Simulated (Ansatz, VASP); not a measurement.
# Ge (Germanium) in two plane-wave programs

Wanted: the spread between two codes on one cell, functional and k mesh. The cell is taken from a series of runs on this material, whose earlier steps may have relaxed, scaled, displaced or heated it; both programs get it as it stands.

Main program and level: Ansatz 0.2.0; plane waves, with VASP 6.6.1 beside it; zone-centre phonons at PBEsol.

## (1) Set-up

Symmetry: Fd-3m, No. 227, cubic system. The conventional cell has a = 5.676 Å, b = 5.676 Å, c = 5.676 Å, α = 90.00°, β = 90.00°, γ = 90.00°. Nearest to Ge lie 4 Ge at 2.46 Å.

## (2) VASP: zone-centre phonons, PBEsol

Second derivatives magnify differences that forces hide, and they need a tight electronic threshold.

Lines of VASP's logs that name or quote its potential files are left out, and so is its time.

Input file INCAR:

```
SYSTEM = Ge
PREC = Accurate
ENCUT = 500
EDIFF = 1E-08
NELM = 120
ISMEAR = 0
SIGMA = 0.015
LREAL = .FALSE.
ALGO = Normal
GGA = PS
NBANDS = 20
LORBIT = 11
LWAVE = .FALSE.
LCHARG = .FALSE.
ISIF = 2
ISYM = 2
IBRION = 8
LASPH = .TRUE.
GGA_COMPAT = .FALSE.
EFERMI = MIDGAP
KPAR = 2
```

Input file POSCAR:

```
Ge
1.0
    0.0000000000      2.8377722365      2.8377722365
    2.8377722365      0.0000000000      2.8377722365
    2.8377722365      2.8377722365      0.0000000000
Ge
2
Direct
    0.4999723089      0.4999723089      0.4999723089
    0.7500276911      0.7500276911      0.7500276911
```

Input file KPOINTS:

```
Points of the shifted mesh
1728
Reciprocal
 0.0416666667  0.0416666667  0.0416666667 1
 0.0416666667  0.0416666667  0.1250000000 1
 0.0416666667  0.0416666667  0.2083333333 1
 0.0416666667  0.0416666667  0.2916666667 1
 0.0416666667  0.0416666667  0.3750000000 1
 0.0416666667  0.0416666667  0.4583333333 1
 0.0416666667  0.0416666667  0.5416666667 1
 0.0416666667  0.0416666667  0.6250000000 1
 0.0416666667  0.0416666667  0.7083333333 1
 0.0416666667  0.0416666667  0.7916666667 1
 0.0416666667  0.0416666667  0.8750000000 1
 0.0416666667  0.0416666667  0.9583333333 1
 0.0416666667  0.1250000000  0.0416666667 1
 0.0416666667  0.1250000000  0.1250000000 1
 0.0416666667  0.1250000000  0.2083333333 1
 0.0416666667  0.1250000000  0.2916666667 1
 0.0416666667  0.1250000000  0.3750000000 1
 0.0416666667  0.1250000000  0.4583333333 1
 0.0416666667  0.1250000000  0.5416666667 1
 0.0416666667  0.1250000000  0.6250000000 1
 0.0416666667  0.1250000000  0.7083333333 1
 0.0416666667  0.1250000000  0.7916666667 1
 0.0416666667  0.1250000000  0.8750000000 1
 0.0416666667  0.1250000000  0.9583333333 1
 0.0416666667  0.2083333333  0.0416666667 1
 0.0416666667  0.2083333333  0.1250000000 1
 0.0416666667  0.2083333333  0.2083333333 1
 0.0416666667  0.2083333333  0.2916666667 1
 0.0416666667  0.2083333333  0.3750000000 1
 0.0416666667  0.2083333333  0.4583333333 1
 0.0416666667  0.2083333333  0.5416666667 1
 0.0416666667  0.2083333333  0.6250000000 1
 0.0416666667  0.2083333333  0.7083333333 1
 0.0416666667  0.2083333333  0.7916666667 1
 0.0416666667  0.2083333333  0.8750000000 1
 0.0416666667  0.2083333333  0.9583333333 1
 0.0416666667  0.2916666667  0.0416666667 1
 0.0416666667  0.2916666667  0.1250000000 1
 0.0416666667  0.2916666667  0.2083333333 1
 0.0416666667  0.2916666667  0.2916666667 1
 0.0416666667  0.2916666667  0.3750000000 1
 0.0416666667  0.2916666667  0.4583333333 1
 0.0416666667  0.2916666667  0.5416666667 1
 0.0416666667  0.2916666667  0.6250000000 1
 0.0416666667  0.2916666667  0.7083333333 1
 0.0416666667  0.2916666667  0.7916666667 1
 0.0416666667  0.2916666667  0.8750000000 1
 0.0416666667  0.2916666667  0.9583333333 1
 0.0416666667  0.3750000000  0.0416666667 1
 0.0416666667  0.3750000000  0.1250000000 1
 0.0416666667  0.3750000000  0.2083333333 1
 0.0416666667  0.3750000000  0.2916666667 1
 0.0416666667  0.3750000000  0.3750000000 1
 0.0416666667  0.3750000000  0.4583333333 1
 0.0416666667  0.3750000000  0.5416666667 1
 0.0416666667  0.3750000000  0.6250000000 1
 0.0416666667  0.3750000000  0.7083333333 1
 0.0416666667  0.3750000000  0.7916666667 1
 0.0416666667  0.3750000000  0.8750000000 1
 0.0416666667  0.3750000000  0.9583333333 1
 0.0416666667  0.4583333333  0.0416666667 1
 0.0416666667  0.4583333333  0.1250000000 1
 0.0416666667  0.4583333333  0.2083333333 1
 0.0416666667  0.4583333333  0.2916666667 1
 0.0416666667  0.4583333333  0.3750000000 1
 0.0416666667  0.4583333333  0.4583333333 1
 0.0416666667  0.4583333333  0.5416666667 1
 0.0416666667  0.4583333333  0.6250000000 1
 0.0416666667  0.4583333333  0.7083333333 1
 0.0416666667  0.4583333333  0.7916666667 1
 0.0416666667  0.4583333333  0.8750000000 1
 0.0416666667  0.4583333333  0.9583333333 1
 0.0416666667  0.5416666667  0.0416666667 1
 0.0416666667  0.5416666667  0.1250000000 1
 0.0416666667  0.5416666667  0.2083333333 1
 0.0416666667  0.5416666667  0.2916666667 1
 0.0416666667  0.5416666667  0.3750000000 1
 0.0416666667  0.5416666667  0.4583333333 1
 0.0416666667  0.5416666667  0.5416666667 1
 0.0416666667  0.5416666667  0.6250000000 1
 0.0416666667  0.5416666667  0.7083333333 1
 0.0416666667  0.5416666667  0.7916666667 1
 0.0416666667  0.5416666667  0.8750000000 1
 0.0416666667  0.5416666667  0.9583333333 1
 0.0416666667  0.6250000000  0.0416666667 1
 0.0416666667  0.6250000000  0.1250000000 1
 0.0416666667  0.6250000000  0.2083333333 1
 0.0416666667  0.6250000000  0.2916666667 1
 0.0416666667  0.6250000000  0.3750000000 1
 0.0416666667  0.6250000000  0.4583333333 1
 0.0416666667  0.6250000000  0.5416666667 1
 0.0416666667  0.6250000000  0.6250000000 1
 0.0416666667  0.6250000000  0.7083333333 1
 0.0416666667  0.6250000000  0.7916666667 1
 0.0416666667  0.6250000000  0.8750000000 1
 0.0416666667  0.6250000000  0.9583333333 1
 0.0416666667  0.7083333333  0.0416666667 1
 0.0416666667  0.7083333333  0.1250000000 1
 0.0416666667  0.7083333333  0.2083333333 1
 0.0416666667  0.7083333333  0.2916666667 1
 0.0416666667  0.7083333333  0.3750000000 1
 0.0416666667  0.7083333333  0.4583333333 1
 0.0416666667  0.7083333333  0.5416666667 1
 0.0416666667  0.7083333333  0.6250000000 1
 0.0416666667  0.7083333333  0.7083333333 1
 0.0416666667  0.7083333333  0.7916666667 1
 0.0416666667  0.7083333333  0.8750000000 1
 0.0416666667  0.7083333333  0.9583333333 1
 0.0416666667  0.7916666667  0.0416666667 1
 0.0416666667  0.7916666667  0.1250000000 1
 0.0416666667  0.7916666667  0.2083333333 1
 0.0416666667  0.7916666667  0.2916666667 1
[... 1390 lines left out ...]
 0.8750000000  0.4583333333  0.1250000000 1
 0.8750000000  0.4583333333  0.2083333333 1
 0.8750000000  0.4583333333  0.2916666667 1
 0.8750000000  0.4583333333  0.3750000000 1
 0.8750000000  0.4583333333  0.4583333333 1
 0.8750000000  0.4583333333  0.5416666667 1
 0.8750000000  0.4583333333  0.6250000000 1
 0.8750000000  0.4583333333  0.7083333333 1
 0.8750000000  0.4583333333  0.7916666667 1
 0.8750000000  0.4583333333  0.8750000000 1
 0.8750000000  0.4583333333  0.9583333333 1
 0.8750000000  0.5416666667  0.0416666667 1
 0.8750000000  0.5416666667  0.1250000000 1
 0.8750000000  0.5416666667  0.2083333333 1
 0.8750000000  0.5416666667  0.2916666667 1
 0.8750000000  0.5416666667  0.3750000000 1
 0.8750000000  0.5416666667  0.4583333333 1
 0.8750000000  0.5416666667  0.5416666667 1
 0.8750000000  0.5416666667  0.6250000000 1
 0.8750000000  0.5416666667  0.7083333333 1
 0.8750000000  0.5416666667  0.7916666667 1
 0.8750000000  0.5416666667  0.8750000000 1
 0.8750000000  0.5416666667  0.9583333333 1
 0.8750000000  0.6250000000  0.0416666667 1
 0.8750000000  0.6250000000  0.1250000000 1
 0.8750000000  0.6250000000  0.2083333333 1
 0.8750000000  0.6250000000  0.2916666667 1
 0.8750000000  0.6250000000  0.3750000000 1
 0.8750000000  0.6250000000  0.4583333333 1
 0.8750000000  0.6250000000  0.5416666667 1
 0.8750000000  0.6250000000  0.6250000000 1
 0.8750000000  0.6250000000  0.7083333333 1
 0.8750000000  0.6250000000  0.7916666667 1
 0.8750000000  0.6250000000  0.8750000000 1
 0.8750000000  0.6250000000  0.9583333333 1
 0.8750000000  0.7083333333  0.0416666667 1
 0.8750000000  0.7083333333  0.1250000000 1
 0.8750000000  0.7083333333  0.2083333333 1
 0.8750000000  0.7083333333  0.2916666667 1
 0.8750000000  0.7083333333  0.3750000000 1
 0.8750000000  0.7083333333  0.4583333333 1
 0.8750000000  0.7083333333  0.5416666667 1
 0.8750000000  0.7083333333  0.6250000000 1
 0.8750000000  0.7083333333  0.7083333333 1
 0.8750000000  0.7083333333  0.7916666667 1
 0.8750000000  0.7083333333  0.8750000000 1
 0.8750000000  0.7083333333  0.9583333333 1
 0.8750000000  0.7916666667  0.0416666667 1
 0.8750000000  0.7916666667  0.1250000000 1
 0.8750000000  0.7916666667  0.2083333333 1
 0.8750000000  0.7916666667  0.2916666667 1
 0.8750000000  0.7916666667  0.3750000000 1
 0.8750000000  0.7916666667  0.4583333333 1
 0.8750000000  0.7916666667  0.5416666667 1
 0.8750000000  0.7916666667  0.6250000000 1
 0.8750000000  0.7916666667  0.7083333333 1
 0.8750000000  0.7916666667  0.7916666667 1
 0.8750000000  0.7916666667  0.8750000000 1
 0.8750000000  0.7916666667  0.9583333333 1
 0.8750000000  0.8750000000  0.0416666667 1
 0.8750000000  0.8750000000  0.1250000000 1
 0.8750000000  0.8750000000  0.2083333333 1
 0.8750000000  0.8750000000  0.2916666667 1
 0.8750000000  0.8750000000  0.3750000000 1
 0.8750000000  0.8750000000  0.4583333333 1
 0.8750000000  0.8750000000  0.5416666667 1
 0.8750000000  0.8750000000  0.6250000000 1
 0.8750000000  0.8750000000  0.7083333333 1
 0.8750000000  0.8750000000  0.7916666667 1
 0.8750000000  0.8750000000  0.8750000000 1
 0.8750000000  0.8750000000  0.9583333333 1
 0.8750000000  0.9583333333  0.0416666667 1
 0.8750000000  0.9583333333  0.1250000000 1
 0.8750000000  0.9583333333  0.2083333333 1
 0.8750000000  0.9583333333  0.2916666667 1
 0.8750000000  0.9583333333  0.3750000000 1
 0.8750000000  0.9583333333  0.4583333333 1
 0.8750000000  0.9583333333  0.5416666667 1
 0.8750000000  0.9583333333  0.6250000000 1
 0.8750000000  0.9583333333  0.7083333333 1
 0.8750000000  0.9583333333  0.7916666667 1
 0.8750000000  0.9583333333  0.8750000000 1
 0.8750000000  0.9583333333  0.9583333333 1
 0.9583333333  0.0416666667  0.0416666667 1
 0.9583333333  0.0416666667  0.1250000000 1
 0.9583333333  0.0416666667  0.2083333333 1
 0.9583333333  0.0416666667  0.2916666667 1
 0.9583333333  0.0416666667  0.3750000000 1
 0.9583333333  0.0416666667  0.4583333333 1
 0.9583333333  0.0416666667  0.5416666667 1
 0.9583333333  0.0416666667  0.6250000000 1
 0.9583333333  0.0416666667  0.7083333333 1
 0.9583333333  0.0416666667  0.7916666667 1
 0.9583333333  0.0416666667  0.8750000000 1
 0.9583333333  0.0416666667  0.9583333333 1
 0.9583333333  0.1250000000  0.0416666667 1
 0.9583333333  0.1250000000  0.1250000000 1
 0.9583333333  0.1250000000  0.2083333333 1
 0.9583333333  0.1250000000  0.2916666667 1
 0.9583333333  0.1250000000  0.3750000000 1
 0.9583333333  0.1250000000  0.4583333333 1
 0.9583333333  0.1250000000  0.5416666667 1
 0.9583333333  0.1250000000  0.6250000000 1
 0.9583333333  0.1250000000  0.7083333333 1
 0.9583333333  0.1250000000  0.7916666667 1
 0.9583333333  0.1250000000  0.8750000000 1
 0.9583333333  0.1250000000  0.9583333333 1
 0.9583333333  0.2083333333  0.0416666667 1
 0.9583333333  0.2083333333  0.1250000000 1
 0.9583333333  0.2083333333  0.2083333333 1
 0.9583333333  0.2083333333  0.2916666667 1
 0.9583333333  0.2083333333  0.3750000000 1
 0.9583333333  0.2083333333  0.4583333333 1
 0.9583333333  0.2083333333  0.5416666667 1
 0.9583333333  0.2083333333  0.6250000000 1
 0.9583333333  0.2083333333  0.7083333333 1
 0.9583333333  0.2083333333  0.7916666667 1
 0.9583333333  0.2083333333  0.8750000000 1
 0.9583333333  0.2083333333  0.9583333333 1
 0.9583333333  0.2916666667  0.0416666667 1
 0.9583333333  0.2916666667  0.1250000000 1
 0.9583333333  0.2916666667  0.2083333333 1
 0.9583333333  0.2916666667  0.2916666667 1
 0.9583333333  0.2916666667  0.3750000000 1
 0.9583333333  0.2916666667  0.4583333333 1
 0.9583333333  0.2916666667  0.5416666667 1
 0.9583333333  0.2916666667  0.6250000000 1
 0.9583333333  0.2916666667  0.7083333333 1
 0.9583333333  0.2916666667  0.7916666667 1
 0.9583333333  0.2916666667  0.8750000000 1
 0.9583333333  0.2916666667  0.9583333333 1
 0.9583333333  0.3750000000  0.0416666667 1
 0.9583333333  0.3750000000  0.1250000000 1
 0.9583333333  0.3750000000  0.2083333333 1
 0.9583333333  0.3750000000  0.2916666667 1
 0.9583333333  0.3750000000  0.3750000000 1
 0.9583333333  0.3750000000  0.4583333333 1
 0.9583333333  0.3750000000  0.5416666667 1
 0.9583333333  0.3750000000  0.6250000000 1
 0.9583333333  0.3750000000  0.7083333333 1
 0.9583333333  0.3750000000  0.7916666667 1
 0.9583333333  0.3750000000  0.8750000000 1
 0.9583333333  0.3750000000  0.9583333333 1
 0.9583333333  0.4583333333  0.0416666667 1
 0.9583333333  0.4583333333  0.1250000000 1
 0.9583333333  0.4583333333  0.2083333333 1
 0.9583333333  0.4583333333  0.2916666667 1
 0.9583333333  0.4583333333  0.3750000000 1
 0.9583333333  0.4583333333  0.4583333333 1
 0.9583333333  0.4583333333  0.5416666667 1
 0.9583333333  0.4583333333  0.6250000000 1
 0.9583333333  0.4583333333  0.7083333333 1
 0.9583333333  0.4583333333  0.7916666667 1
 0.9583333333  0.4583333333  0.8750000000 1
 0.9583333333  0.4583333333  0.9583333333 1
 0.9583333333  0.5416666667  0.0416666667 1
 0.9583333333  0.5416666667  0.1250000000 1
 0.9583333333  0.5416666667  0.2083333333 1
 0.9583333333  0.5416666667  0.2916666667 1
 0.9583333333  0.5416666667  0.3750000000 1
 0.9583333333  0.5416666667  0.4583333333 1
 0.9583333333  0.5416666667  0.5416666667 1
 0.9583333333  0.5416666667  0.6250000000 1
 0.9583333333  0.5416666667  0.7083333333 1
 0.9583333333  0.5416666667  0.7916666667 1
 0.9583333333  0.5416666667  0.8750000000 1
 0.9583333333  0.5416666667  0.9583333333 1
 0.9583333333  0.6250000000  0.0416666667 1
 0.9583333333  0.6250000000  0.1250000000 1
 0.9583333333  0.6250000000  0.2083333333 1
 0.9583333333  0.6250000000  0.2916666667 1
 0.9583333333  0.6250000000  0.3750000000 1
 0.9583333333  0.6250000000  0.4583333333 1
 0.9583333333  0.6250000000  0.5416666667 1
 0.9583333333  0.6250000000  0.6250000000 1
 0.9583333333  0.6250000000  0.7083333333 1
 0.9583333333  0.6250000000  0.7916666667 1
 0.9583333333  0.6250000000  0.8750000000 1
 0.9583333333  0.6250000000  0.9583333333 1
 0.9583333333  0.7083333333  0.0416666667 1
 0.9583333333  0.7083333333  0.1250000000 1
 0.9583333333  0.7083333333  0.2083333333 1
 0.9583333333  0.7083333333  0.2916666667 1
 0.9583333333  0.7083333333  0.3750000000 1
 0.9583333333  0.7083333333  0.4583333333 1
 0.9583333333  0.7083333333  0.5416666667 1
 0.9583333333  0.7083333333  0.6250000000 1
 0.9583333333  0.7083333333  0.7083333333 1
 0.9583333333  0.7083333333  0.7916666667 1
 0.9583333333  0.7083333333  0.8750000000 1
 0.9583333333  0.7083333333  0.9583333333 1
 0.9583333333  0.7916666667  0.0416666667 1
 0.9583333333  0.7916666667  0.1250000000 1
 0.9583333333  0.7916666667  0.2083333333 1
 0.9583333333  0.7916666667  0.2916666667 1
 0.9583333333  0.7916666667  0.3750000000 1
 0.9583333333  0.7916666667  0.4583333333 1
 0.9583333333  0.7916666667  0.5416666667 1
 0.9583333333  0.7916666667  0.6250000000 1
 0.9583333333  0.7916666667  0.7083333333 1
 0.9583333333  0.7916666667  0.7916666667 1
 0.9583333333  0.7916666667  0.8750000000 1
 0.9583333333  0.7916666667  0.9583333333 1
 0.9583333333  0.8750000000  0.0416666667 1
 0.9583333333  0.8750000000  0.1250000000 1
 0.9583333333  0.8750000000  0.2083333333 1
 0.9583333333  0.8750000000  0.2916666667 1
 0.9583333333  0.8750000000  0.3750000000 1
 0.9583333333  0.8750000000  0.4583333333 1
 0.9583333333  0.8750000000  0.5416666667 1
 0.9583333333  0.8750000000  0.6250000000 1
 0.9583333333  0.8750000000  0.7083333333 1
 0.9583333333  0.8750000000  0.7916666667 1
 0.9583333333  0.8750000000  0.8750000000 1
 0.9583333333  0.8750000000  0.9583333333 1
 0.9583333333  0.9583333333  0.0416666667 1
 0.9583333333  0.9583333333  0.1250000000 1
 0.9583333333  0.9583333333  0.2083333333 1
 0.9583333333  0.9583333333  0.2916666667 1
 0.9583333333  0.9583333333  0.3750000000 1
 0.9583333333  0.9583333333  0.4583333333 1
 0.9583333333  0.9583333333  0.5416666667 1
 0.9583333333  0.9583333333  0.6250000000 1
 0.9583333333  0.9583333333  0.7083333333 1
 0.9583333333  0.9583333333  0.7916666667 1
 0.9583333333  0.9583333333  0.8750000000 1
 0.9583333333  0.9583333333  0.9583333333 1
```

The projector-augmented-wave data sets are Ge_d (PBE family, release 64).

Command:

```console
$ mpirun -np 2 vasp_std
```

Numbers of over 12 decimals in the logs are rounded to 6 here.

The log of the run:

```text
[banner, memory and clock lines left out]
running    2 mpi-ranks, on    1 nodes
 distrk:  each k-point on    1 cores,    2 groups
 distr:  one band on    1 cores,    1 groups

 POSCAR found type information on POSCAR Ge
 POSCAR found :  1 types and       2 ions
|                                                                             |
|               ----> ADVICE to this user running VASP <----                  |
|                                                                             |
|     You enforced a specific xc type in the INCAR file but a different       |
|     [... a line on the potential file left out ...]
|     I HOPE YOU KNOW WHAT YOU ARE DOING!                                     |
|                                                                             |

 LDA part: xc-table for (Slater+PW92), standard interpolation
 POSCAR, INCAR and KPOINTS ok, starting setup
 FFT: planning ... GRIDC
 FFT: planning ... GRID_SOFT
 FFT: planning ... GRID
 WAVECAR not read
 entering main loop
       N       E                     dE             d eps       ncg     rms          rms(c)
DAV:   1     0.182493887591E+03    0.18249E+03   -0.14640E+04 74024   0.372E+03
DAV:   2     0.156181422615E+02   -0.16688E+03   -0.16237E+03 69292   0.583E+02
DAV:   3    -0.921119885180E+01   -0.24829E+02   -0.24654E+02 78088   0.144E+02
DAV:   4    -0.100094952316E+02   -0.79830E+00   -0.79772E+00 78048   0.305E+01
DAV:   5    -0.100227029857E+02   -0.13208E-01   -0.13207E-01 77128   0.428E+00    0.322E+00
DAV:   6    -0.992193339582E+01    0.10077E+00   -0.36412E-02 91404   0.239E+00    0.183E+00
DAV:   7    -0.987371848622E+01    0.48215E-01   -0.59626E-02 72748   0.253E+00    0.156E-01
DAV:   8    -0.987471204036E+01   -0.99355E-03   -0.68264E-03 78444   0.120E+00    0.513E-02
DAV:   9    -0.987481797901E+01   -0.10594E-03   -0.23982E-04 78224   0.219E-01    0.109E-02
DAV:  10    -0.987483229446E+01   -0.14315E-04   -0.20288E-05 88692   0.386E-02    0.541E-03
DAV:  11    -0.987483340768E+01   -0.11132E-05   -0.48480E-06 92756   0.350E-02    0.138E-03
DAV:  12    -0.987483298870E+01    0.41898E-06   -0.87064E-07 91948   0.184E-02    0.281E-04
DAV:  13    -0.987483296322E+01    0.25481E-07   -0.18319E-08 66360   0.135E-03    0.120E-04
DAV:  14    -0.987483294110E+01    0.22120E-07   -0.40126E-09 46028   0.121E-03    0.280E-05
DAV:  15    -0.987483294246E+01   -0.13679E-08   -0.67373E-10 39692   0.371E-04
   1 F= -.98748329E+01 E0= -.98748329E+01  d E =-.131990E-15
 Linear response reoptimize wavefunctions to high precision
DAV:   1    -0.987483294486E+01   -0.23920E-08   -0.18623E-10 41824   0.188E-04
DAV:   2    -0.987483294487E+01   -0.10914E-10   -0.53494E-11 38188   0.948E-05
 Linear response DOF=           1
 Linear response progress:
  Degree of freedom:   1/  1
       N       E                     dE             d eps       ncg     rms          rms(c)
RMM:   1    -0.186714631743E+00   -0.18671E+00    0.83393E+00 84405   0.448E+01
RMM:   2    -0.193878976580E+00   -0.71643E-02   -0.13052E-02111840   0.108E+00    0.730E-02
RMM:   3    -0.193887830885E+00   -0.88543E-05   -0.92092E-04118474   0.312E-01    0.422E-02
RMM:   4    -0.193778267808E+00    0.10956E-03   -0.62014E-05126695   0.805E-02    0.473E-03
RMM:   5    -0.193779652563E+00   -0.13848E-05   -0.27543E-06121835   0.177E-02    0.239E-03
RMM:   6    -0.193786812255E+00   -0.71597E-05   -0.93553E-08123855   0.498E-03    0.313E-04
RMM:   7    -0.193785830839E+00    0.98142E-06    0.16382E-08127196   0.155E-03    0.196E-04
RMM:   8    -0.193784824012E+00    0.10068E-05   -0.29725E-08128985   0.553E-04    0.422E-05
RMM:   9    -0.193784720915E+00    0.10310E-06    0.11048E-08129553   0.232E-04    0.195E-05
RMM:  10    -0.193784876268E+00   -0.15535E-06   -0.12099E-08130405   0.102E-04    0.551E-06
RMM:  11    -0.193784897897E+00   -0.21629E-07   -0.11831E-08130401   0.549E-05    0.302E-06
RMM:  12    -0.193784920594E+00   -0.22696E-07   -0.13116E-08128992   0.343E-05    0.196E-06
RMM:  13    -0.193784937990E+00   -0.17397E-07   -0.12399E-09119276   0.258E-05    0.471E-07
RMM:  14    -0.193784942068E+00   -0.40776E-08   -0.17602E-09101357   0.215E-05    0.745E-08
 first order change of Fermi-energy   0.73432E+00
 force on displaced ion       1 direction 1 : -11.114  -0.001  -0.001
 Linear response finished
```

(Part 1 of 2 ends here.)

[Lines on the potential files, build, host, timing and source positions are cut from VASP's logs without a mark.]

[Logs are printed without paths, hosts, clocks, repeated set-up lines and the standing remarks that a program may print on its own settings, such as how far it seeks lower states.]

[Hosts, paths, dates, database ids (printed as entryN), source tags and the programs' standing remarks are cut or masked in the printed files.]
